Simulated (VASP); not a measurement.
# Which face does W expose?, part 3 of 6

Aim: compare the low-index faces of W at one level of theory.

VASP 6.6.1; PBEsol; plane waves and PAW (W).

So far. Step 3 (The bulk reference, job self-consistent run, k-mesh …): The run ends at a pressure of -0.82 GPa. Step 4 (Surface relaxation, 7 atoms, face W(110)): The run ended after 11 ionic steps, 0.066 eV below its first step, once the forces on the free atoms met EDIFFG = -0.03.

### 5. Potential and states of the slab, 7 atoms, face W(110)

A static run writes the electrostatic potential without exchange and correlation (LVHAR), which is flat in the vacuum and gives the level to count from. The dipole correction cancels the field that unlike faces would set up across the vacuum.

Contents of INCAR:

```
SYSTEM = W
PREC = Normal
ENCUT = 320
EDIFF = 1E-06
NELM = 120
ISMEAR = 1
SIGMA = 0.15
LREAL = .FALSE.
ALGO = Fast
GGA = PS
NBANDS = 28
LORBIT = 11
LWAVE = .FALSE.
LCHARG = .TRUE.
KPAR = 4
IDIPOL = 3
LDIPOL = .TRUE.
DIPOL = 0.5 0.5 0.5
LVHAR = .TRUE.
LVACPOTAV = .TRUE.
NEDOS = 1500
```

Contents of POSCAR:

```
W
1.0
    3.1440747150      0.0000000000      0.0000000000
    1.5720373575      2.2231965515      0.0000000000
    0.0000000000      0.0000000000     28.3391793092
W
7
Direct
    0.0000000000      0.0000000000      0.2674649082
    0.5000000000      0.0000000000      0.3429622403
    0.0000000000      0.0000000000      0.4216458721
    0.5000000000      0.0000000000      0.5000000000
    0.0000000000      0.0000000000      0.5783541279
    0.5000000000      0.0000000000      0.6570377597
    0.0000000000      0.0000000000      0.7325350918
```

Contents of KPOINTS:

```
Automatic mesh
0
Gamma
13 13 1
0 0 0
```

The projector-augmented-wave data sets are W (PBE family, release 64).

On the command line:

```
mpirun -np 4 vasp_std
```

The program printed:

```text
[... set-up lines as in an earlier step ...]
 entering main loop
       N       E                     dE             d eps       ncg     rms          rms(c)
DAV:   1     0.134316643421E+03    0.13432E+03   -0.13360E+04  2752   0.852E+02
DAV:   2    -0.809309774548E+02   -0.21525E+03   -0.20710E+03  3708   0.239E+02
DAV:   3    -0.984432662904E+02   -0.17512E+02   -0.16868E+02  3716   0.623E+01
DAV:   4    -0.995103068521E+02   -0.10670E+01   -0.10374E+01  4480   0.136E+01
DAV:   5    -0.995514484900E+02   -0.41142E-01   -0.40665E-01  4184   0.238E+00    0.582E+01
RMM:   6    -0.976975756104E+02    0.18539E+01   -0.12859E+01  3541   0.125E+01    0.266E+01
RMM:   7    -0.162639709527E+03   -0.64942E+02   -0.15497E+02  5016   0.399E+01    0.207E+01
RMM:   8    -0.940261197016E+02    0.68614E+02   -0.41702E+01  4116   0.236E+01    0.664E+00
RMM:   9    -0.940678341787E+02   -0.41714E-01   -0.72370E+00  4100   0.830E+00    0.387E+00
RMM:  10    -0.940492818840E+02    0.18552E-01   -0.81910E-01  3491   0.391E+00    0.283E+00
RMM:  11    -0.940683885197E+02   -0.19107E-01   -0.35521E-01  4363   0.182E+00    0.180E+00
RMM:  12    -0.940670218352E+02    0.13667E-02   -0.57216E-02  3852   0.750E-01    0.126E+00
RMM:  13    -0.940516197894E+02    0.15402E-01   -0.35814E-02  4013   0.553E-01    0.638E-01
RMM:  14    -0.940498758487E+02    0.17439E-02   -0.17872E-02  4257   0.369E-01    0.140E-01
RMM:  15    -0.940500969785E+02   -0.22113E-03   -0.50115E-03  4457   0.191E-01    0.765E-02
RMM:  16    -0.940502568348E+02   -0.15986E-03   -0.17714E-03  4470   0.912E-02    0.450E-02
RMM:  17    -0.940503467906E+02   -0.89956E-04   -0.47589E-04  3672   0.687E-02    0.290E-02
RMM:  18    -0.940503715639E+02   -0.24773E-04   -0.24771E-04  4366   0.366E-02    0.180E-02
RMM:  19    -0.940503801282E+02   -0.85643E-05   -0.81354E-05  3616   0.209E-02    0.138E-02
RMM:  20    -0.940503922376E+02   -0.12109E-04   -0.53293E-05  3613   0.159E-02    0.739E-03
RMM:  21    -0.940504057091E+02   -0.13471E-04   -0.24044E-05  2780   0.107E-02    0.485E-03
RMM:  22    -0.940504239512E+02   -0.18242E-04   -0.13600E-05  2383   0.706E-03    0.196E-03
RMM:  23    -0.940504443779E+02   -0.20427E-04   -0.79443E-06  2106   0.525E-03    0.202E-03
RMM:  24    -0.940504566986E+02   -0.12321E-04   -0.47323E-06  2016   0.404E-03    0.178E-03
RMM:  25    -0.940504648786E+02   -0.81800E-05   -0.31139E-06  1721   0.254E-03    0.609E-04
RMM:  26    -0.940504670871E+02   -0.22085E-05   -0.17523E-06  1511   0.204E-03    0.617E-04
RMM:  27    -0.940504679641E+02   -0.87692E-06   -0.12472E-06  1241   0.169E-03
 -----------------------------------------------------------------------------
|                                                                             |
|           W    W    AA    RRRRR   N    N  II  N    N   GGGG   !!!           |
|           W    W   A  A   R    R  NN   N  II  NN   N  G    G  !!!           |
|           W    W  A    A  R    R  N N  N  II  N N  N  G       !!!           |
|           W WW W  AAAAAA  RRRRR   N  N N  II  N  N N  G  GGG   !            |
|           WW  WW  A    A  R   R   N   NN  II  N   NN  G    G                |
|           W    W  A    A  R    R  N    N  II  N    N   GGGG   !!!           |
|                                                                             |
|     Did not find any points to average over, which means that no vacuum     |
|     field-free region was found. Please increase the size of  your cell     |
|     in the dimension of the dipole correction to obtain accurate            |
|     workfunction values.                                                    |
|                                                                             |
 -----------------------------------------------------------------------------

   1 F= -.94050468E+02 E0= -.94050436E+02  d E =-.970168E-04
```

It took 44 s on 4 MPI ranks of AMD EPYC 7R43, shared host; peak memory 0.77 GiB; 2.9 min of CPU time.

From OUTCAR (step 5):

```text
   NELECT =      42.0000    total number of electrons

 dipolmoment           0.000000      0.000000      0.000000 electrons x Angstroem

 E-fermi :   2.1679

 k-point     1 :       0.0000    0.0000    0.0000
  band No.  band energies     occupation
    ...
     18       0.9393      2.00000
     19       0.9427      2.00000
     20       1.0137      2.00000
     21       1.3570      2.00000
     22       1.5425      2.00000
     23       2.4470     -0.02441
     24       2.5142     -0.00522
     25       2.9476     -0.00000
     26       3.7284     -0.00000
     27       3.8504     -0.00000
    ...

  Total       -5.2032248     -3.4306256     -0.3069361      0.0000000      0.0000000      0.0000000
  in kB      -42.0847919    -27.7476318     -2.4825644      0.0000000      0.0000000      0.0000000
  external PRESSURE =     -24.1049960 kB  Pullay stress =       0.0000000 kB

 POSITION                                       TOTAL-FORCE (eV/Angst)
 -----------------------------------------------------------------------------------
      0.00000      0.00000      7.57974         0.000000     -0.000000      0.005610
      1.57204      0.00000      9.71927        -0.000000      0.000000     -0.013013
      0.00000      0.00000     11.94910         0.000000      0.000000     -0.015499
      1.57204      0.00000     14.16959         0.000000      0.000000      0.000000
      0.00000      0.00000     16.39008         0.000000      0.000000      0.015499
      1.57204      0.00000     18.61991        -0.000000     -0.000000      0.013013
      0.00000      0.00000     20.75944        -0.000000      0.000000     -0.005610
 -----------------------------------------------------------------------------------
    total drift:                               -0.000000      0.000000      0.000000

  FREE ENERGIE OF THE ION-ELECTRON SYSTEM (eV)
  ---------------------------------------------------
  free  energy   TOTEN  =       -94.0504679641 eV

  energy  without entropy=      -94.0503709473  energy(sigma->0) =      -94.05043563

 vacuum level on the upper side and lower side of the slab         7.079         7.079

[... 7 parts as in an earlier step ...]

[... 10 further parts left out ...]
```

This step gave:

```yaml
electronic_cycles: 27
fermi_energy: 2.168 eV
dipole_moment: 0, 0, 0 e·Å
vacuum_levels: 7.079, 7.079 eV
work_functions_of_the_upper_and_lower_face: 4.911, 4.911 eV
```

The planar average of the electrostatic potential oscillates, so the rows of the table below give means over windows of 2.25 Å about each position, cut where the curve ends. Its maxima inside the range that stand out by 2 % of the span (Å: eV): 8.7: -3.60, 10.8: -2.89, 13.0: -2.87, 15.3: -2.87, 17.5: -2.89, 19.7: -3.60. Its minima: 7.6: -12.0, 9.7: -12.6, 11.9: -12.5, 14.2: -12.5, 16.4: -12.5, 18.7: -12.6, 20.7: -12.0.

Zero at the Fermi level. Table of planar average of the electrostatic potential by height; means over each step:

| height (Å) | planar average of the electrostatic potential (eV) |
| --- | --- |
| 1.12 | 4.91 |
| 3.38 | 4.91 |
| 5.62 | 3.20 |
| 7.88 | -7.76 |
| 10.12 | -7.95 |
| 12.38 | -7.89 |
| 14.62 | -7.90 |
| 16.88 | -7.89 |
| 19.12 | -8.27 |
| 21.38 | -5.23 |
| 23.62 | 4.73 |
| 25.88 | 4.91 |
| 28.12 | 4.91 |

Density of states in the PAW spheres, an atom over height of the layer and energy from the Fermi level.

Values in states/eV, 22 rows by 7 columns, each cell a mean:
```
0.84 0.53 0.53 0.53 0.53 0.53 0.84
0.87 0.32 0.37 0.32 0.37 0.32 0.87
0.85 0.37 0.35 0.32 0.35 0.37 0.85
0.77 0.38 0.39 0.35 0.39 0.38 0.77
1.14 0.57 0.57 0.49 0.57 0.57 1.14
1.40 0.76 0.87 0.90 0.87 0.76 1.40
1.25 1.04 1.39 1.52 1.39 1.04 1.25
1.00 1.07 1.23 1.19 1.23 1.07 1.00
1.06 1.10 1.07 1.12 1.07 1.10 1.06
1.21 1.62 1.46 1.44 1.46 1.62 1.21
0.75 1.41 1.52 1.41 1.52 1.41 0.75
0.37 0.53 0.45 0.46 0.45 0.53 0.37
0.65 0.71 0.54 0.58 0.54 0.71 0.65
0.92 1.09 0.81 0.85 0.81 1.09 0.92
0.60 1.02 0.94 1.08 0.94 1.02 0.60
0.42 0.78 0.69 0.60 0.69 0.78 0.42
0.36 0.77 0.75 0.64 0.75 0.77 0.36
0.24 0.50 0.58 0.63 0.58 0.50 0.24
0.10 0.19 0.20 0.19 0.20 0.19 0.10
0.08 0.15 0.17 0.16 0.17 0.15 0.08
0.07 0.14 0.10 0.12 0.10 0.14 0.07
0.05 0.11 0.09 0.11 0.09 0.11 0.05
```
Columns: height of the layer (Å) from 7.6 to 20.8; rows upwards: energy from the Fermi level (eV) from -7.9 to 0.5.

Valence density in the ca plane at fractional y = 0.000, with atoms of W within 0.2 Å of it. It is the smooth field of the valence electrons, not physical close to the nuclei.

Ten even steps from '0' (0.00 e/Å³) to '9' (0.86 e/Å³), each cell a mean:
```
33346888753333346788753333346679620000000000
44445655544444445655544444555655420000000000
67644333445766654333345766754433210000000000
98743333346798753333346898754332210000000000
88743333346788753333346887754332210000000000
55544444445655544444445655655544310000000000
33345767654333445767754333446667520000000000
33346898753333346798753333345699720000000000
```
Columns run along c (16.0 Å, from fractional 0.34 to 0.91 of the cell), rows up along a (3.1 Å). Atoms in or near the plane, at fractional coordinates: W at (0.42, 0.00), W at (0.50, 0.50), W at (0.58, 0.00), W at (0.66, 0.50), W at (0.73, 0.00).

The map of layer states is cut here 0.5 eV above the Fermi level, so it leaves out the states above that.

The vacuum level lies 4.91 eV above the Fermi level at the upper face; both faces agree, as the slab has next to no dipole.

The program found no field-free point at its default tolerance, but its printed level agrees with the flat part of the planar average.

On this mesh the fine structure of the density of states is sampling noise, and high empty states may be cut by the number of bands.

[end of part 3 of 6]

[Lines on the potential files, build, host, timing and source positions are cut from VASP's logs without a mark.]

[Logs are printed without paths, hosts, clocks, repeated set-up lines and the standing remarks that a program may print on its own settings, such as how far it seeks lower states.]

[Hosts, paths, dates, database ids (printed as entryN), source tags and the programs' standing remarks are cut or masked in the printed files.]

[Runs that stopped without an error message from VASP are left out.]
